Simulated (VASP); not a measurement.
Consider the following.

```
PbTe
1.0
    0.00000     3.18050     3.18050
    3.18050     0.00000     3.18050
    3.18050     3.18050     0.00000
Te Pb
1 1
Direct
  0.50000   0.50000   0.50000
  0.00000   0.00000   0.00000
```

Computed with SCAN meta-GGA, VASP's PBE PAW potentials (set 64) (plane waves; VASP). Settings: 520 eV cut-off, 7×7×7 Γ-centred mesh, Gaussian smearing of 0.050 eV, potentials Te Pb_d.

Q: Give the stress tensor in GPa (positive for a compressed cell).

A: 
```
2.97  0.00  0.00
0.00  2.97  0.00
0.00  0.00  2.97
```
The pressure is its mean diagonal, 2.97 GPa.

The compound is PbTe in the rock salt structure. This cell is one point of a volume scan, at 0.94 of the reference volume.
